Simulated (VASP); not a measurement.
# MgS: single point with LDA

Crystal: MgS.

```
CELL_PARAMETERS angstrom
3.95548 0.00000 0.00000
0.00000 5.59390 0.00000
0.00000 0.00000 3.95548
ATOMIC_POSITIONS crystal
Mg 0.00000 0.00000 0.00000
Mg 0.50000 0.50000 0.50000
S 0.50000 0.25000 0.00000
S 0.00000 0.75000 0.50000
```

The cell was built by a generator and needn't be a form met in nature.

- Program: VASP 6.6.1
- Task: single point
- Functional: LDA
- Potentials or basis: VASP PAW LDA potentials, release 64 (Mg, S)
- Cutoff: 520 eV
- k mesh: 6 × 4 × 6
- Occupations: gaussian, width 0.02 eV
- Spin: no spin polarisation
- Dipole correction: no
- Further INCAR settings: ALGO = Fast; EDIFF = 1e-06; NBANDS = 16

The pressure is -0.3 GPa and the band gap on the k mesh is 3.38 eV.

Levels at points of the mesh, in eV from the valence-band top:
```
           k point  band 6  band 7  band 8  band 9  band 10  band 11
(0.00, 0.00, 0.00)    0.00    0.00    0.00    3.38     3.63     5.48
(0.50, 0.00, 0.00)   -1.50   -0.37   -0.37    6.25     6.25     6.78
(0.00, 0.50, 0.00)   -0.61   -0.61   -0.61    5.04     5.04     6.40
(0.50, 0.50, 0.00)   -0.35   -0.35   -0.35    5.00     5.00     7.51
(0.50, 0.00, 0.50)   -1.10   -1.10   -1.10    3.63     3.63     5.48
(0.50, 0.50, 0.50)   -1.98   -1.44   -1.44    5.37     5.37     7.97
```

Wall time 40 s on 1 thread of Intel(R) Xeon(R) Platinum 8488C (Sapphire Rapids) (shared host), peak memory 0.17 GiB.

A k mesh can miss the band edges. A hybrid or GW would open this gap; LDA tends to underestimate it.
